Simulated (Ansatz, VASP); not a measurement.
**PtSe2 (Sudovikovite): VASP beside Ansatz**

Wanted: the spread between two codes on one cell, functional and k mesh. The cell is taken from a series of runs on this material, whose earlier steps may have relaxed, scaled, displaced or heated it; both programs get it as it stands.

Program: Ansatz 0.2.0. Level of theory: plane waves, with VASP 6.6.1 beside it; zone-centre phonons at LDA. Results are calculated unless marked as measured.

### 1. The structure

Symmetry: P-3m1, No. 164, trigonal system. Conventional cell: a = 3.741 Å, b = 3.741 Å, c = 4.762 Å, α = 90.00°, β = 90.00°, γ = 120.00°. Nearest to Pt lie 6 Se at 2.50 Å. Nearest to Se lie 3 Pt at 2.50 Å. Farther neighbours and most contacts between anions are not listed.

### 2. VASP: zone-centre phonons, LDA

Second derivatives magnify differences that forces hide, and they need a tight electronic threshold.

Lines of VASP's logs that name or quote its potential files are left out, and so is its time.

INCAR reads:

```
SYSTEM = PtSe2
PREC = Accurate
ENCUT = 500
EDIFF = 1E-08
NELM = 120
ISMEAR = 1
SIGMA = 0.2
LREAL = .FALSE.
ALGO = Normal
GGA = PW92
NBANDS = 17
LASPH = .TRUE.
LORBIT = 11
LWAVE = .FALSE.
LCHARG = .FALSE.
ISIF = 2
IBRION = 8
GGA_COMPAT = .FALSE.
KPAR = 2
```

POSCAR reads:

```
PtSe2
1.0
    3.7413888365      0.0000000000      0.0000000000
   -1.8706944183      3.2401377779      0.0000000000
    0.0000000000      0.0000000000      4.7617147581
Pt Se
1 2
Direct
    0.0000000000      0.0000000000      0.0000000000
    0.3333333333      0.6666666667      0.2646240803
    0.6666666667      0.3333333333      0.7353759197
```

KPOINTS reads:

```
Automatic mesh
0
Gamma
15 15 8
0 0 0
```

PAW data sets: Pt and Se (LDA family, release 64).

Started as:

```
$ mpirun -np 2 vasp_std
```

Numbers of over 12 decimals in the logs are rounded to 6 here.

Log:

```text
[banner, memory and clock lines left out]
running    2 mpi-ranks, on    1 nodes
 distrk:  each k-point on    1 cores,    2 groups
 distr:  one band on    1 cores,    1 groups

 POSCAR found type information on POSCAR PtSe
 POSCAR found :  2 types and       3 ions
|                                                                             |
|               ----> ADVICE to this user running VASP <----                  |
|                                                                             |
|     You enforced a specific xc type in the INCAR file but a different       |
|     [... a line on the potential file left out ...]
|     I HOPE YOU KNOW WHAT YOU ARE DOING!                                     |
|                                                                             |

 LDA part: xc-table for (Slater(with rela. corr.)+PW92), standard interpolation
 POSCAR, INCAR and KPOINTS ok, starting setup
 FFT: planning ... GRIDC
 FFT: planning ... GRID_SOFT
 FFT: planning ... GRID
 WAVECAR not read
 entering main loop
       N       E                     dE             d eps       ncg     rms          rms(c)
DAV:   1     0.107717328361E+03    0.10772E+03   -0.10014E+04  6608   0.111E+03
DAV:   2    -0.131097112206E+02   -0.12083E+03   -0.11743E+03  8336   0.219E+02
DAV:   3    -0.178390809588E+02   -0.47294E+01   -0.46984E+01  7791   0.442E+01
DAV:   4    -0.178746999996E+02   -0.35619E-01   -0.35581E-01  8516   0.414E+00
DAV:   5    -0.178750272780E+02   -0.32728E-03   -0.32727E-03  8092   0.377E-01    0.130E+01
DAV:   6    -0.173181661617E+02    0.55686E+00   -0.43483E+00  6644   0.189E+01    0.806E+00
DAV:   7    -0.171151710993E+02    0.20300E+00   -0.83538E-01  6639   0.923E+00    0.400E+00
DAV:   8    -0.170871608609E+02    0.28010E-01   -0.57601E-02  7151   0.171E+00    0.791E-01
DAV:   9    -0.170842698000E+02    0.28911E-02   -0.67149E-03  7426   0.776E-01    0.200E-01
DAV:  10    -0.170842487619E+02    0.21038E-04   -0.11000E-03  7514   0.210E-01    0.394E-02
DAV:  11    -0.170842446620E+02    0.40999E-05   -0.43200E-05  8305   0.527E-02    0.258E-02
DAV:  12    -0.170842436391E+02    0.10229E-05   -0.45622E-06  7289   0.131E-02    0.275E-03
DAV:  13    -0.170842435349E+02    0.10414E-06   -0.48451E-07  7931   0.560E-03    0.135E-03
DAV:  14    -0.170842435361E+02   -0.11260E-08   -0.39293E-08  7327   0.146E-03
   1 F= -.17084244E+02 E0= -.17084634E+02  d E =0.117116E-02
 Linear response reoptimize wavefunctions to high precision
DAV:   1    -0.170842435361E+02    0.70486E-11   -0.39320E-09  5387   0.528E-04
DAV:   2    -0.170842435361E+02   -0.27285E-11   -0.16738E-10  3574   0.920E-05
 Linear response DOF=           4
 Linear response progress:
  Degree of freedom:   1/  4
       N       E                     dE             d eps       ncg     rms          rms(c)
RMM:   1    -0.257758236628E+00   -0.25776E+00   -0.26292E-01 28156   0.330E+00
RMM:   2    -0.249641830564E+00    0.81164E-02   -0.73433E-03 24921   0.511E-01    0.191E-01
RMM:   3    -0.249505164015E+00    0.13667E-03   -0.36457E-04 27303   0.114E-01    0.114E-01
RMM:   4    -0.249978107204E+00   -0.47294E-03   -0.48134E-04 28338   0.117E-01    0.205E-02
RMM:   5    -0.250028209796E+00   -0.50103E-04   -0.32293E-05 27686   0.345E-02    0.899E-03
RMM:   6    -0.250072473441E+00   -0.44264E-04   -0.54213E-07 28939   0.521E-03    0.138E-03
RMM:   7    -0.250058482219E+00    0.13991E-04   -0.82577E-08 29114   0.169E-03    0.892E-04
RMM:   8    -0.250049774591E+00    0.87076E-05   -0.14427E-07 29336   0.702E-04    0.327E-04
RMM:   9    -0.250046447080E+00    0.33275E-05   -0.11975E-07 28596   0.902E-04    0.151E-04
RMM:  10    -0.250046875723E+00   -0.42864E-06   -0.12699E-07 28305   0.386E-04    0.267E-05
RMM:  11    -0.250047091768E+00   -0.21604E-06   -0.23171E-08 30038   0.154E-04    0.123E-05
RMM:  12    -0.250047112797E+00   -0.21030E-07   -0.42249E-08 30292   0.120E-04    0.115E-06
RMM:  13    -0.250047134914E+00   -0.22117E-07   -0.32746E-08 30802   0.104E-04    0.146E-06
RMM:  14    -0.250047117800E+00    0.17114E-07   -0.44148E-08 27971   0.980E-05    0.112E-06
RMM:  15    -0.250047114914E+00    0.28857E-08   -0.46443E-08 26237   0.974E-05    0.149E-07
 first order change of Fermi-energy   0.27454E-03
 force on displaced ion       1 direction 1 : -15.329   0.000   0.000
 Linear response progress:
  Degree of freedom:   2/  4
       N       E                     dE             d eps       ncg     rms          rms(c)
RMM:   1    -0.271813988029E+00   -0.27181E+00   -0.26987E-01 11260   0.332E+00
RMM:   2    -0.262892117337E+00    0.89219E-02   -0.72210E-03  9809   0.537E-01    0.203E-01
RMM:   3    -0.262567635099E+00    0.32448E-03   -0.65430E-04 10689   0.141E-01    0.117E-01
RMM:   4    -0.262825191090E+00   -0.25756E-03   -0.43635E-04 11021   0.109E-01    0.349E-02
RMM:   5    -0.262963534394E+00   -0.13834E-03   -0.91667E-06 11139   0.202E-02    0.141E-02
RMM:   6    -0.263017092147E+00   -0.53558E-04   -0.37335E-06 10545   0.103E-02    0.215E-03
RMM:   7    -0.262996428122E+00    0.20664E-04   -0.15252E-07 11348   0.212E-03    0.669E-04
RMM:   8    -0.262988481347E+00    0.79468E-05   -0.36684E-08 11406   0.612E-04    0.888E-05
RMM:   9    -0.262988586119E+00   -0.10477E-06   -0.30986E-08 11556   0.183E-04    0.486E-05
RMM:  10    -0.262988638684E+00   -0.52565E-07   -0.13979E-08 11763   0.128E-04    0.151E-05
RMM:  11    -0.262988511121E+00    0.12756E-06    0.31334E-08 11956   0.891E-05    0.450E-06
RMM:  12    -0.262988554488E+00   -0.43366E-07   -0.22318E-08 11267   0.830E-05    0.916E-07
RMM:  13    -0.262988562241E+00   -0.77536E-08   -0.27848E-08 10360   0.814E-05    0.372E-07
 first order change of Fermi-energy  -0.37743E-03
 force on displaced ion       1 direction 3 :   0.000  -0.000 -15.688
 Linear response progress:
  Degree of freedom:   3/  4
       N       E                     dE             d eps       ncg     rms          rms(c)
RMM:   1    -0.782690506261E-01   -0.78269E-01    0.57811E-02 74387   0.153E+00
RMM:   2    -0.768106496293E-01    0.14584E-02   -0.16409E-03 47984   0.244E-01    0.108E-01
RMM:   3    -0.766873873918E-01    0.12326E-03   -0.47159E-05 52040   0.391E-02    0.615E-02
RMM:   4    -0.766302872489E-01    0.57100E-04   -0.25451E-05 53393   0.298E-02    0.659E-03
RMM:   5    -0.766331977289E-01   -0.29105E-05   -0.37783E-07 53676   0.517E-03    0.126E-03
RMM:   6    -0.766329302219E-01    0.26751E-06   -0.43812E-08 54259   0.145E-03    0.363E-04
RMM:   7    -0.766318084678E-01    0.11218E-05   -0.14348E-08 54985   0.466E-04    0.744E-05
RMM:   8    -0.766316206082E-01    0.18786E-06    0.47635E-08 55348   0.126E-04    0.338E-05
RMM:   9    -0.766315178210E-01    0.10279E-06   -0.22771E-08 55649   0.859E-05    0.115E-05
RMM:  10    -0.766314907852E-01    0.27036E-07   -0.54989E-08 56303   0.745E-05    0.300E-06
RMM:  11    -0.766315023288E-01   -0.11544E-07   -0.54424E-08 53438   0.686E-05    0.971E-07
RMM:  12    -0.766315040693E-01   -0.17406E-08   -0.35789E-08 43513   0.669E-05    0.359E-07
 first order change of Fermi-energy  -0.38312E-05
 force on displaced ion       2 direction 1 :  -7.827   0.000   0.000
 Linear response progress:
  Degree of freedom:   4/  4
       N       E                     dE             d eps       ncg     rms          rms(c)
RMM:   1    -0.920800690113E-01   -0.92080E-01    0.52185E-02 15296   0.151E+00
RMM:   2    -0.897036881718E-01    0.23764E-02   -0.19142E-03 10287   0.261E-01    0.161E-01
RMM:   3    -0.894924993880E-01    0.21119E-03   -0.17800E-04 11146   0.672E-02    0.106E-01
RMM:   4    -0.893917958850E-01    0.10070E-03   -0.58446E-05 11026   0.455E-02    0.536E-02
RMM:   5    -0.893447691460E-01    0.47027E-04   -0.17799E-05 11201   0.233E-02    0.829E-03
RMM:   6    -0.893529889837E-01   -0.82198E-05    0.26842E-07 11247   0.373E-03    0.276E-03
RMM:   7    -0.893579144576E-01   -0.49255E-05   -0.11892E-07 11207   0.215E-03    0.742E-04
RMM:   8    -0.893566593156E-01    0.12551E-05   -0.41469E-08 11471   0.532E-04    0.155E-04
RMM:   9    -0.893564062001E-01    0.25312E-06   -0.90418E-09 11548   0.123E-04    0.476E-05
RMM:  10    -0.893563820433E-01    0.24157E-07   -0.19951E-08 11733   0.917E-05    0.793E-06
RMM:  11    -0.893563894816E-01   -0.74382E-08   -0.29446E-09 11838   0.654E-05    0.302E-06
 first order change of Fermi-energy  -0.10702E+01
 force on displaced ion       2 direction 3 :  -0.000  -0.000 -10.274
 Linear response finished
```

Parts of OUTCAR (step 2):

```text
ion  position               nearest neighbor table
   1  0.000  0.000  0.000-   2 2.50   3 2.50   3 2.50   2 2.50   3 2.50   2 2.50
   2  0.333  0.667  0.265-   1 2.50   1 2.50   1 2.50
   3  0.667  0.333  0.735-   1 2.50   1 2.50   1 2.50

  LATTYP: Found a hexagonal cell.
 ALAT       =     3.7413888365
 C/A-ratio  =     1.2727131464

 Subroutine GETGRP returns: Found 12 space group operations
 (whereof 12 operations were pure point group operations)

The static configuration has the point symmetry D_3d.

 Found    192 irreducible k-points:

   k-points           NKPTS =    192   k-points in BZ     NKDIM =    192   number of bands    NBANDS=     17

   dimension x,y,z NGX =    28 NGY =   28 NGZ =   36
   dimension x,y,z NGXF=    56 NGYF=   56 NGZF=   72

   ENCUT  =  500.0 eV  36.75 Ry    6.06 a.u.   6.82  6.82  8.68*2*pi/ulx,y,z

   NELECT =      22.0000    total number of electrons

 k-points in reciprocal lattice and weights: Automatic mesh
   0.00000000  0.00000000  0.00000000       0.001
   0.06666667  0.00000000  0.00000000       0.003
   0.13333333  0.00000000  0.00000000       0.003
   0.20000000  0.00000000  0.00000000       0.003
   0.26666667  0.00000000  0.00000000       0.003
   0.33333333  0.00000000  0.00000000       0.003
   0.40000000  0.00000000  0.00000000       0.003
   0.46666667  0.00000000  0.00000000       0.003
   0.06666667  0.06666667  0.00000000       0.003
[...]
0.33333333  0.26666667  0.50000000       0.007
   0.33333333  0.33333333  0.50000000       0.001

 average (electrostatic) potential at core
       1 -68.0298       2 -58.2818       3 -58.2818

  Total        0.1354028      0.1354028      0.0802634     -0.0000000      0.0000000      0.0000000
  in kB        3.7581881      3.7581881      2.2277589     -0.0000000      0.0000000      0.0000000
  external PRESSURE =       3.2480450 kB  Pullay stress =       0.0000000 kB

  energy-cutoff  :      500.00
  volume of cell :       57.72
      direct lattice vectors                 reciprocal lattice vectors
     3.741388837  0.000000000  0.000000000     0.267280425  0.154314426  0.000000000
    -1.870694418  3.240137778  0.000000000     0.000000000  0.308628851  0.000000000
     0.000000000  0.000000000  4.761714758     0.000000000  0.000000000  0.210008380

 POSITION                                       TOTAL-FORCE (eV/Angst)
 -----------------------------------------------------------------------------------
      0.00000      0.00000      0.00000        -0.000000      0.000000     -0.000000
     -0.00000      2.16009      1.26006         0.000000      0.000000      0.038896
      1.87069      1.08005      3.50165        -0.000000      0.000000     -0.038896
 -----------------------------------------------------------------------------------
    total drift:                               -0.000000      0.000000      0.000000

 Eigenvectors and eigenvalues of the dynamical matrix
 ----------------------------------------------------

   1 f  =    6.627899 THz    41.644316 2PiTHz  221.082906 cm-1    27.410775 meV
             X         Y         Z           dx          dy          dz
      0.000000  0.000000  0.000000     0.000000   -0.000000    0.668885
     -0.000000  2.160092  1.260064     0.000000    0.000000   -0.525639
      1.870694  1.080046  3.501650    -0.000000   -0.000000   -0.525639

   2 f  =    6.553770 THz    41.178554 2PiTHz  218.610249 cm-1    27.104204 meV
             X         Y         Z           dx          dy          dz
      0.000000  0.000000  0.000000    -0.239721    0.624208    0.000000
     -0.000000  2.160092  1.260064     0.188499   -0.490833    0.000000
      1.870694  1.080046  3.501650     0.188499   -0.490833    0.000000

   3 f  =    6.553770 THz    41.178554 2PiTHz  218.610249 cm-1    27.104204 meV
             X         Y         Z           dx          dy          dz
      0.000000  0.000000  0.000000    -0.624208   -0.239721   -0.000000
     -0.000000  2.160092  1.260064     0.490833    0.188499    0.000000
      1.870694  1.080046  3.501650     0.490833    0.188499    0.000000

   4 f  =    6.270955 THz    39.401570 2PiTHz  209.176532 cm-1    25.934573 meV
             X         Y         Z           dx          dy          dz
      0.000000  0.000000  0.000000    -0.000000    0.000000   -0.000000
     -0.000000  2.160092  1.260064    -0.000000   -0.000000    0.707107
      1.870694  1.080046  3.501650    -0.000000    0.000000   -0.707107

   5 f  =    4.970250 THz    31.229003 2PiTHz  165.789703 cm-1    20.555294 meV
             X         Y         Z           dx          dy          dz
      0.000000  0.000000  0.000000    -0.000000    0.000000    0.000000
     -0.000000  2.160092  1.260064    -0.253503    0.660103    0.000000
      1.870694  1.080046  3.501650     0.253503   -0.660103    0.000000

   6 f  =    4.970250 THz    31.229003 2PiTHz  165.789703 cm-1    20.555294 meV
             X         Y         Z           dx          dy          dz
      0.000000  0.000000  0.000000    -0.000000   -0.000000   -0.000000
     -0.000000  2.160092  1.260064    -0.660103   -0.253503   -0.000000
      1.870694  1.080046  3.501650     0.660103    0.253503    0.000000

   7 f/i=    0.000275 THz     0.001727 2PiTHz    0.009171 cm-1     0.001137 meV
             X         Y         Z           dx          dy          dz
      0.000000  0.000000  0.000000     0.000000   -0.000000    0.743366
     -0.000000  2.160092  1.260064     0.000000    0.000000    0.472973
      1.870694  1.080046  3.501650    -0.000000    0.000000    0.472973

   8 f/i=    0.001738 THz     0.010922 2PiTHz    0.057983 cm-1     0.007189 meV
             X         Y         Z           dx          dy          dz
      0.000000  0.000000  0.000000    -0.178804    0.721753   -0.000000
     -0.000000  2.160092  1.260064    -0.113695    0.458938   -0.000000
      1.870694  1.080046  3.501650    -0.113695    0.458938    0.000000

   9 f/i=    0.001738 THz     0.010922 2PiTHz    0.057983 cm-1     0.007189 meV
             X         Y         Z           dx          dy          dz
      0.000000  0.000000  0.000000    -0.721753   -0.178804    0.000000
     -0.000000  2.160092  1.260064    -0.458938   -0.113695   -0.000000
      1.870694  1.080046  3.501650    -0.458938   -0.113695    0.000000

 ELASTIC MODULI CONTR FROM IONIC RELAXATION (kBar)
 Direction    XX          YY          ZZ          XY          YZ          ZX
 --------------------------------------------------------------------------------
 XX        -598.2126   -361.6614   -546.5363      0.0000    247.9752     -0.0000
 YY        -361.6614   -598.2126   -546.5363      0.0000   -247.9752      0.0000
 ZZ        -546.5363   -546.5363   -622.3773      0.0000     -0.0000     -0.0000
 XY           0.0000      0.0000      0.0000   -118.2756      0.0000    226.4062
 YZ         247.9752   -247.9752     -0.0000      0.0000   -519.9017      0.0000
 ZX          -0.0000      0.0000     -0.0000    226.4062      0.0000   -433.3928
 --------------------------------------------------------------------------------
```

(Continued in part 2 of 2.)

[Lines on the potential files, build, host, timing and source positions are cut from VASP's logs without a mark.]

[Logs are printed without paths, hosts, clocks, repeated set-up lines and the standing remarks that a program may print on its own settings, such as how far it seeks lower states.]

[Hosts, paths, dates, database ids (printed as entryN), source tags and the programs' standing remarks are cut or masked in the printed files.]
